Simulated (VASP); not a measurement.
Ni₃Si (L1_2) relaxed at rising pressure, in one space group throughout; other phases were not tried. The pressures are those reached. Computed with PBEsol GGA, VASP's PBE PAW potentials (set 64) (plane waves; VASP).

```csv
P (GPa),V (Å³/atom),k-mesh
0.02,10.369,9×9×9
4.99,10.165,9×9×9
9.96,9.980,9×9×9
19.79,9.664,9×9×9
29.72,9.393,9×9×9
```

Task: Fit an equation of state and predict the volume at 44.84 GPa.

Result: Least squares on the third-order Birch-Murnaghan form, P = (3B0/2)(y⁷ − y⁵)[1 + (3/4)(B′ − 4)(y² − 1)] with y = (V0/V)^(1/3), gives V0 = 10.370 Å³/atom, B0 = 237 GPa and B′ = 4.7, and so 9.047 Å³/atom. The run gave 9.047 Å³/atom, +0.0 % from the fit.

Pressures at which the relaxation failed are left out.

The compound is Ni3Si in the L1_2 structure. The run is not spin-polarised, so no magnetic state was tried.
